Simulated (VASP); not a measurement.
An input for Quantum ESPRESSO's pw.x (written as the equivalent of a VASP run, and not itself run):

```
&CONTROL
  calculation = 'vc-relax'
  pseudo_dir = './pseudo'
  outdir = './out'
  tprnfor = .true.
  tstress = .true.
  nstep = 60
  forc_conv_thr = 0.00039
/
&SYSTEM
  ibrav = 0
  nat = 1
  ntyp = 1
  ecutwfc = 40
  occupations = 'smearing'
  smearing = 'methfessel-paxton'
  degauss = 0.00735
  input_dft = 'pbesol'
/
&ELECTRONS
  conv_thr = 7.3e-08
  electron_maxstep = 100
/
&IONS
/
&CELL
/
ATOMIC_SPECIES
  Al 26.982 Al.upf
CELL_PARAMETERS angstrom
     0.0000000    2.0250000    2.0250000
     2.0250000    0.0000000    2.0250000
     2.0250000    2.0250000    0.0000000
ATOMIC_POSITIONS crystal
  Al   0.0000000  0.0000000  0.0000000
K_POINTS automatic
  14 14 14 0 0 0
```

Question: Translate this input to VASP (INCAR, KPOINTS, POSCAR, choice of POTCAR).

Answer: Several could match; the one computed here: 
### INCAR
```
SYSTEM = Al
PREC = Accurate
ENCUT = 400
EDIFF = 1E-6
NELM = 100
ALGO = Normal
LREAL = .FALSE.
LASPH = .TRUE.
ISMEAR = 1
SIGMA = 0.1
GGA = PS
LWAVE = .FALSE.
LCHARG = .FALSE.
IBRION = 2
ISIF = 3
NSW = 60
EDIFFG = -0.01
```

File POSCAR:
```
Al
1.0
  0.0000000000   2.0250000000   2.0250000000
  2.0250000000   0.0000000000   2.0250000000
  2.0250000000   2.0250000000   0.0000000000
Al
1
Cartesian
  0.0000000000   0.0000000000   0.0000000000
```

KPOINTS:
```
Automatic mesh
0
gamma
14 14 14
0 0 0
```

POTCAR, in this order: Al (PBE.64 set). Program: vasp_std.

What does not carry over: the potentials are each code's own (VASP's PAW set, PseudoDojo norm-conserving files in pw.x), so ENCUT and ecutwfc are chosen apart and not converted; conv_thr bounds pw.x's estimated SCF error, while EDIFF bounds the energy change between steps; forc_conv_thr acts on force components and is met together with etot_conv_thr.

The compound is Al in the fcc structure. This run relaxes it. Symmetry was kept, so distortions that lower it aren't found.
